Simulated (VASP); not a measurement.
Wanted: the native input for a VASP 6.6.1 run.

| Item | Value |
| --- | --- |
| Task | relaxation of the atoms |
| Functional | PBEsol |
| Potentials or basis | VASP PAW PBE potentials, release 64 (Ge_d) |
| Cutoff | 520 eV |
| k mesh | 9 × 9 × 1 |
| Occupations | gaussian, width 0.03 eV |
| Spin | no spin polarisation |
| Dipole correction | yes |
| Further INCAR settings | ALGO = Normal; EDIFF = 1e-06; IBRION = 2; EDIFFG = -0.02; NSW = 80 |

The structure of Ge lies in POSCAR:

```
Ge
1.0
    4.0121281200      0.0000000000      0.0000000000
   -2.0060640600      3.4746048700      0.0000000000
    0.0000000000      0.0000000000     25.6466389000
Ge
8
Direct
    0.0000000000      0.0000000000      0.2924359800
    0.6666666700      0.3333333300      0.3243689100
    0.6666666700      0.3333333300      0.4201676800
    0.3333333300      0.6666666700      0.4521006100
    0.3333333300      0.6666666700      0.5478993900
    0.0000000000      0.0000000000      0.5798323200
    0.0000000000      0.0000000000      0.6756310900
    0.6666666700      0.3333333300      0.7075640200
```

These files were run (other wordings do the same):

INCAR

```
SYSTEM = Ge
PREC     = Accurate       ! precision mode
ENCUT    = 520            ! plane-wave cutoff, eV
EDIFF    = 1E-6           ! SCF threshold, eV
ISMEAR   = 0              ! smearing method
SIGMA    = 0.03           ! smearing width, eV
LREAL    = .FALSE.        ! projectors in reciprocal space
LASPH    = .TRUE.         ! aspherical terms in the spheres
NELM     = 80             ! most SCF steps
ALGO     = Normal         ! electronic algorithm
ISIF     = 2              ! what is computed and relaxed
LWAVE    = .FALSE.        ! write WAVECAR
LCHARG   = .FALSE.        ! write CHGCAR
LDIPOL   = .TRUE.       
IDIPOL   = 3            
DIPOL    = 0.5 0.5 0.500
GGA      = PS             ! functional
IBRION   = 2              ! ionic algorithm
NSW      = 80             ! ionic steps
EDIFFG   = -0.02          ! ionic threshold
KPAR     = 2
```

KPOINTS

```
regular mesh
0
G
  9 9 1
  0 0 0
```

Potentials or basis: VASP PAW PBE potentials, release 64 (Ge_d).

Command:

```console
$ cat potpaw_PBE.64/Ge_d/POTCAR > POTCAR
$ mpirun -np 2 vasp_std > vasp.out
```

It gave:

- Energy gained by relaxing: 3.1 meV/atom
- Ionic steps: 14
- Largest force after relaxing: 0.018 eV/Å
- Band gap on the k mesh: none (metal or under the smearing width)

Caveat: the PAW data sets were made with another functional, which shifts forces and pressure a little.

It took 18 min on 2 MPI ranks on Intel(R) Xeon(R) Platinum 8488C (Sapphire Rapids), on a shared host, peak memory 0.54 GiB a rank.
